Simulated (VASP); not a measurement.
# A VASP study of Co2TeS (RPBE): structure first, properties next, part 2 of 4

What structure does Co2TeS take at this level, and what are its properties? The cell is invented: it takes the structure of a Materials Project entry for Mg2TeS (space group 160 there), with some of its atoms replaced by other elements, volume scaled by an estimate. It may not be a known or stable phase.

VASP 6.6.1; RPBE, spin-polarised from a ferromagnetic start; plane waves and PAW (Te, Co, S); invented cell.

Still holding for the runs below: The magnetic state follows from one typed start and may not be the lowest. The k-mesh is coarse for a metal.

So far. Step 2 (Rough relaxation of the start cell): By then 16 ionic steps had been finished.

**3. Full relaxation (RPBE) (continued)**

Step by step:

```tsv
step	energy less that of the first step (eV)	largest force (eV/Å)	pressure (GPa)	volume (Å³)
1	0.0000	0.1204	-0.12	73.48
2	-0.0009	0.0931	-0.01	73.34
3	-0.0014	0.0833	0.29	73.05
4	-0.0020	0.0776	0.27	73.11
5	-0.0029	0.0604	-0.08	73.27
6	-0.0029	0.0714	-0.17	73.32
7	-0.0035	0.0509	-0.14	73.22
8	-0.0041	0.0233	0.08	72.92
9	-0.0042	0.0181	0.06	72.97
10	-0.0042	0.0164	0.04	72.99
11	-0.0042	0.0169	0.02	72.98
12	-0.0042	0.0117	0.01	73.00
13	-0.0042	0.0196	0.04	73.01
14	-0.0042	0.0170	-0.02	73.04
15	-0.0042	0.0158	0.00	73.05
16	-0.0042	0.0134	-0.06	73.07
17	-0.0042	0.0146	-0.12	73.06
18	-0.0042	0.0154	-0.12	73.06
19	-0.0042	0.0158	-0.09	73.05
20	-0.0042	0.0159	0.04	73.05
21	-0.0042	0.0093	-0.01	73.06
```

```tsv
conventional cell, symmetrised	before	after	change
a (Å)	3.746	3.757	+0.3 %
b (Å)	3.746	3.757	+0.3 %
c (Å)	18.138	17.932	-1.1 %
volume (Å³/atom)	18.37	18.27	-0.6 %
```

The atoms that moved most (Å, as changes of fractional coordinates times the final cell):

```tsv
atom	dx	dy	dz	length
Co2	0.000	0.000	0.052	0.052
S4	0.000	0.000	-0.027	0.027
Co3	0.000	0.000	-0.014	0.014
Te1	0.000	0.000	-0.012	0.012
```

Final coordinates:

```cif
data_structure
_symmetry_space_group_name_H-M 'P 1'
_symmetry_Int_Tables_number 1
_cell_length_a 6.3587
_cell_length_b 6.3587
_cell_length_c 6.3587
_cell_angle_alpha 34.365
_cell_angle_beta 34.365
_cell_angle_gamma 34.365
_cell_volume 73.06
loop_
_atom_site_label
_atom_site_type_symbol
_atom_site_fract_x
_atom_site_fract_y
_atom_site_fract_z
_atom_site_occupancy
Te1 Te 0.88094 0.88094 0.88094 1
Co2 Co 0.02396 0.02396 0.02396 1
Co3 Co 0.48173 0.48173 0.48173 1
S4 S 0.36338 0.36338 0.36338 1
```

Numbers from this step:

* electrons: 30
* bands: 23
* irreducible k-points: 44
* symmetry operations: 6
* free energy (TOTEN): -20.12 eV
* energy at zero smearing: -20.11 eV
* Fermi energy: 7.495 eV
* pressure: -0.01362 GPa
* moment of the cell, from the last line of the log: 1.071 μB
* metallic: yes
* SCF cycles over all ionic steps: 142

Spin moment in the PAW sphere by atom:

```tsv
atom	spin moment in the PAW sphere (μB)
Te1	-0.026
Co2	0.567
Co3	0.481
S4	0.041
```

It ends with a largest force of 0.009 eV/Å and a pressure of -0.01 GPa.

**4. Density, ELF and potential (RPBE)**

A single point on the relaxed cell gives a clean self-consistent state, with density, ELF and potential written out.

Contents of INCAR:

```
SYSTEM = Co2TeS
PREC = Accurate
ENCUT = 400
EDIFF = 1E-06
NELM = 100
ISMEAR = -1
SIGMA = 0.05
LREAL = .FALSE.
ALGO = Normal
GGA = RP
NBANDS = 23
ISPIN = 2
MAGMOM = 0 2 2 0
LMAXMIX = 4
LORBIT = 11
LWAVE = .FALSE.
LCHARG = .TRUE.
ISIF = 2
LELF = .TRUE.
LVHAR = .TRUE.
```

Contents of POSCAR:

```
Co2TeS
1.0
    1.8784615242      1.0845302393      5.9772850919
   -1.8784615242      1.0845302393      5.9772850919
    0.0000000000     -2.1690604786      5.9772850919
Te Co S
1 2 1
Direct
    0.8809363647      0.8809363647      0.8809363647
    0.0239557777      0.0239557777      0.0239557777
    0.4817333976      0.4817333976      0.4817333976
    0.3633771300      0.3633771300      0.3633771300
```

Contents of KPOINTS:

```
Automatic mesh
0
Gamma
7 7 7
0 0 0
```

PAW data sets: Te, Co and S (PBE family, release 64).

The run is started by

```console
> mpirun -np 2 vasp_std
```

The program printed:

```text
[banner, memory and clock lines left out]
running    2 mpi-ranks, on    1 nodes
 distrk:  each k-point on    2 cores,    1 groups
 distr:  one band on    1 cores,    2 groups

 POSCAR found type information on POSCAR TeCoS
 POSCAR found :  3 types and       4 ions
 [... a notice as in an earlier step ...]

 LDA part: xc-table for (Slater+PW92), standard interpolation
|                                                                             |
|           W    W    AA    RRRRR   N    N  II  N    N   GGGG   !!!           |
|           W    W   A  A   R    R  NN   N  II  NN   N  G    G  !!!           |
|           W    W  A    A  R    R  N N  N  II  N N  N  G       !!!           |
|           W WW W  AAAAAA  RRRRR   N  N N  II  N  N N  G  GGG   !            |
|           WW  WW  A    A  R   R   N   NN  II  N   NN  G    G                |
|           W    W  A    A  R    R  N    N  II  N    N   GGGG   !!!           |
|                                                                             |
|     The number of bands has been changed from the values supplied in        |
|     The orbitals not found in the WAVECAR file will be initialized with     |
|     random numbers, which is usually adequate. For correlated               |
|     calculations, however, you should redo the groundstate calculation.     |
|     I found NBANDS = 23. Now, NBANDS = 24.                                  |
|                                                                             |

 POSCAR, INCAR and KPOINTS ok, starting setup
 FFT: planning ... GRIDC
 FFT: planning ... GRID_SOFT
 FFT: planning ... GRID
 WAVECAR not read
 entering main loop
       N       E                     dE             d eps       ncg     rms          rms(c)
DAV:   1     0.167114914431E+03    0.16711E+03   -0.10297E+04  4224   0.103E+03
DAV:   2    -0.864834117671E+01   -0.17576E+03   -0.16367E+03  4392   0.250E+02
DAV:   3    -0.214469657247E+02   -0.12799E+02   -0.12482E+02  5488   0.781E+01
DAV:   4    -0.218136589299E+02   -0.36669E+00   -0.36636E+00  4992   0.139E+01
DAV:   5    -0.218277896856E+02   -0.14131E-01   -0.14129E-01  5776   0.272E+00    0.175E+01
DAV:   6    -0.268835745142E+02   -0.50558E+01   -0.49152E+01  5152   0.104E+02    0.283E+01
DAV:   7    -0.208934211727E+02    0.59902E+01   -0.18624E+01  5200   0.935E+01    0.136E+01
DAV:   8    -0.214462300000E+02   -0.55281E+00   -0.17072E+01  5440   0.616E+01    0.176E+01
DAV:   9    -0.201897305440E+02    0.12565E+01   -0.11035E+01  6224   0.382E+01    0.512E+00
DAV:  10    -0.201204300342E+02    0.69301E-01   -0.61013E-01  6360   0.102E+01    0.114E+00
DAV:  11    -0.201224395863E+02   -0.20096E-02   -0.29165E-02  5216   0.155E+00    0.746E-01
DAV:  12    -0.201227000189E+02   -0.26043E-03   -0.41248E-03  5856   0.807E-01    0.316E-01
DAV:  13    -0.201236906792E+02   -0.99066E-03   -0.31495E-03  6608   0.663E-01    0.212E-01
DAV:  14    -0.201239881534E+02   -0.29747E-03   -0.55969E-04  6768   0.282E-01    0.163E-01
DAV:  15    -0.201242121347E+02   -0.22398E-03   -0.72114E-04  6440   0.432E-01    0.809E-02
DAV:  16    -0.201243134433E+02   -0.10131E-03   -0.38029E-04  6816   0.234E-01    0.590E-02
DAV:  17    -0.201243505819E+02   -0.37139E-04   -0.19585E-04  6976   0.205E-01    0.367E-02
DAV:  18    -0.201243587996E+02   -0.82176E-05   -0.79711E-05  6936   0.124E-01    0.864E-03
DAV:  19    -0.201243612540E+02   -0.24544E-05   -0.14300E-05  4728   0.391E-02    0.479E-03
DAV:  20    -0.201243616545E+02   -0.40053E-06   -0.37875E-06  2664   0.274E-02
   1 F= -.20124362E+02 E0= -.20110666E+02  d E =-.273910E-01  mag=     1.0712
```

Elapsed: 5.4 min, on 2 MPI ranks of AMD EPYC 7R43, shared host; peak memory 0.4 GiB; 11 min of CPU time.

Parts of OUTCAR (step 4):

```text
  LATTYP: Found a trigonal (rhomboedric) cell.
 ALAT       =     6.3586760106
 COS(alpha) =     0.8254574931

The static configuration has the point symmetry C_3v.

 Found     44 irreducible k-points:

   k-points           NKPTS =     44   k-points in BZ     NKDIM =     44   number of bands    NBANDS=     24

   ENCUT  =  400.0 eV  29.40 Ry    5.42 a.u.  10.37 10.37 10.37*2*pi/ulx,y,z

   NELECT =      30.0000    total number of electrons

 E-fermi :   7.4950

 spin component 1
 k-point     1 :       0.0000    0.0000    0.0000
  band No.  band energies     occupation
    ...
      9       5.8007      1.00000
     10       5.9748      1.00000
     11       5.9748      1.00000
     12       6.0680      1.00000
     13       6.0680      1.00000
     14       8.4969      0.00000
     15       8.4969      0.00000
     16       8.6822      0.00000
     17       9.8107      0.00000
     18       9.8107      0.00000
    ...

 k-point     2 :       0.1429   -0.0000   -0.0000
  band No.  band energies     occupation
    ...
     10       5.8665      1.00000
     11       5.8827      1.00000
     12       6.1178      1.00000
     13       6.1877      1.00000
     14       7.4600      0.66841
     15       8.2035      0.00000
     16       8.7148      0.00000
     17       8.9433      0.00000
     18       9.2611      0.00000
     19      11.7406      0.00000
    ...

 k-point     3 :       0.2857   -0.0000   -0.0000
  band No.  band energies     occupation
    ...
     10       5.6904      1.00000
     11       5.7894      1.00000
     12       6.1815      1.00000
     13       6.2954      1.00000
     14       6.6518      1.00000
     15       7.5233      0.36209
     16       7.5687      0.18647
     17       8.4283      0.00000
     18       8.4561      0.00000
     19      12.2175      0.00000
    ...

 k-point     4 :       0.4286    0.0000   -0.0000
  band No.  band energies     occupation
    ...
     12       6.0992      1.00000
     13       6.2342      1.00000
     14       6.4553      1.00000
     15       6.9795      0.99997
     16       7.1543      0.99890
     17       7.7361      0.00799
     18       8.0087      0.00003
     19      12.1110      0.00000
     20      12.5651      0.00000
     21      13.7372      0.00000
    ...

  Total       -0.0312660     -0.0312660     -0.0456873      0.0000000      0.0000000     -0.0000000
  in kB       -0.6856210     -0.6856210     -1.0018591      0.0000000      0.0000000     -0.0000000
  external PRESSURE =      -0.7910337 kB  Pullay stress =       0.0000000 kB

 POSITION                                       TOTAL-FORCE (eV/Angst)
 -----------------------------------------------------------------------------------
      0.00000      0.00000     15.79682         0.000000      0.000000     -0.000290
      0.00000      0.00000      0.42957         0.000000     -0.000000      0.004137
      0.00000      0.00000      8.63837         0.000000     -0.000000     -0.009741
      0.00000      0.00000      6.51603         0.000000     -0.000000      0.005895
 -----------------------------------------------------------------------------------
    total drift:                                0.000000     -0.000003     -0.000104

  FREE ENERGIE OF THE ION-ELECTRON SYSTEM (eV)
  ---------------------------------------------------
  free  energy   TOTEN  =       -20.1243616545 eV

  energy  without entropy=      -20.0969706866  energy(sigma->0) =      -20.11066617

 magnetization (x)
# of ion       s       p       d       tot
------------------------------------------
    1        0.009  -0.034  -0.002  -0.026
    2        0.007   0.005   0.555   0.566
    3        0.015   0.009   0.457   0.481
    4        0.003   0.038   0.000   0.041
--------------------------------------------------
tot          0.034   0.018   1.010   1.062

[... 4 parts as in an earlier step ...]

[... 11 further parts left out ...]
```

With spin, VASP writes an ELF for each channel.

Numbers from this step:

- SCF cycles: 20
- bands: 24
- pressure: -0.07910 GPa

Valence electrons inside each PAW sphere by angular momentum. Sphere charges, by row:

```tsv
atom	s (e)	p (e)	d (e)	tot (e)
Te1	1.363	1.935	0.095	3.393
Co2	0.408	0.467	7.426	8.302
Co3	0.421	0.448	7.448	8.317
S4	1.329	2.372	0	3.701
```

Spin density in the ac plane of the cell as run, not the conventional one, at fractional y = 0.024, with atoms of Co within 0.2 Å of it.

Ten even steps from '_' (-0.01 e/Å³) to '@' (0.75 e/Å³), each cell a mean:
```
==%%**::____________________________
__--==--____________________________
____....____________________________
____________________________________
____________________________________
____________________________________
____________________________________
____________________________________
____________________________________
____________________________________
____________________________________
____________________________________
____________________________________
______________________________..::..
::____________________________..==++
%%--____________________________--%%
@@%%--__________________________..++
```
Columns run along a (6.4 Å), rows up along c (6.4 Å). Atoms in or near the plane, at fractional coordinates: Co at (0.02, 0.02).

Electrostatic potential energy in the ac plane of the cell as run, not the conventional one, at fractional y = 0.024, with atoms of Co within 0.2 Å of it. With pseudopotentials it is smooth inside the atoms' cores, unlike the true potential.

Ten even steps from '_' (-82 eV) to '@' (4 eV), each cell a mean:
```
::____++%%@@@@@@@@@@%%++::::++%%%%##
%%==::==##@@@@@@@@@@@@**::__..==##@@
@@%%##**##%%@@@@@@@@@@%%++..____==##
%%@@@@%%%%%%@@@@@@@@@@@@%%++..__..==
**%%@@@@@@@@@@@@@@@@@@@@@@%%++::__::
++%%@@@@@@@@@@@@@@@@@@@@@@@@%%**--::
**##@@@@@@@@@@@@@@@@@@@@@@@@@@@@##**
%%%%@@@@@@@@@@@@@@@@@@@@@@@@@@@@@@@@
@@@@@@@@@@@@@@@@@@@@@@@@@@@@@@@@@@@@
@@@@@@@@@@@@@@@@@@@@@@@@@@@@@@@@@@@@
@@@@@@@@@@@@@@@@@@@@@@@@@@@@@@@@@@@@
@@@@@@@@@@@@@@@@@@@@@@@@@@@@@@@@@@@@
@@@@@@@@@@@@@@@@@@@@@@@@@@@@%%%%%%@@
%%@@@@@@@@@@@@@@@@@@@@@@@@@@%%**++**
++%%@@@@@@@@@@@@@@@@@@@@@@@@%%**::..
__==%%@@@@@@@@@@@@@@%%##%%@@@@%%==__
____==%%@@@@@@@@@@@@##++++##%%@@##::
```
Columns run along a (6.4 Å; values clipped at the 3rd and 97th percentile), rows up along c (6.4 Å). Atoms in or near the plane, at fractional coordinates: Co at (0.02, 0.02).

ELF of up spins in the ac plane of the cell as run, not the conventional one, at fractional y = 0.024, with atoms of Co within 0.2 Å of it. It is the smooth field of the valence electrons, not physical close to the nuclei.

Values, 9 rows by 16 columns, each cell a mean:
```
0.11 0.03 0.03 0.13 0.17 0.14 0.13 0.22 0.46 0.71 0.80 0.80 0.80 0.80 0.65 0.34
0.55 0.27 0.16 0.15 0.19 0.19 0.18 0.14 0.18 0.38 0.65 0.79 0.78 0.75 0.80 0.78
0.81 0.65 0.34 0.22 0.25 0.35 0.41 0.34 0.21 0.16 0.25 0.49 0.71 0.79 0.79 0.81
0.80 0.77 0.59 0.28 0.20 0.37 0.58 0.63 0.54 0.36 0.20 0.17 0.28 0.50 0.68 0.77
0.55 0.62 0.59 0.40 0.15 0.11 0.28 0.55 0.66 0.63 0.48 0.27 0.16 0.16 0.25 0.40
0.18 0.23 0.27 0.26 0.17 0.09 0.06 0.13 0.33 0.51 0.54 0.39 0.24 0.17 0.14 0.14
0.14 0.13 0.12 0.12 0.13 0.16 0.19 0.20 0.17 0.20 0.27 0.26 0.22 0.17 0.17 0.16
0.09 0.12 0.13 0.12 0.11 0.16 0.31 0.51 0.60 0.56 0.46 0.34 0.23 0.16 0.05 0.06
0.00 0.02 0.10 0.14 0.13 0.13 0.22 0.46 0.70 0.79 0.80 0.76 0.63 0.39 0.16 0.02
```
Columns run along a (6.4 Å), rows up along c (6.4 Å). Atoms in or near the plane, at fractional coordinates: Co at (0.02, 0.02).

In this run the pressure is -0.08 GPa, small enough to go on.

(Part 2 of 4 ends here.)

[Lines on the potential files, build, host, timing and source positions are cut from VASP's logs without a mark.]

[Logs are printed without paths, hosts, clocks, repeated set-up lines and the standing remarks that a program may print on its own settings, such as how far it seeks lower states.]

[Hosts, paths, dates, database ids (printed as entryN), source tags and the programs' standing remarks are cut or masked in the printed files.]

[A measured line is paired with the nearest computed mode of its activity, which favours agreement.]
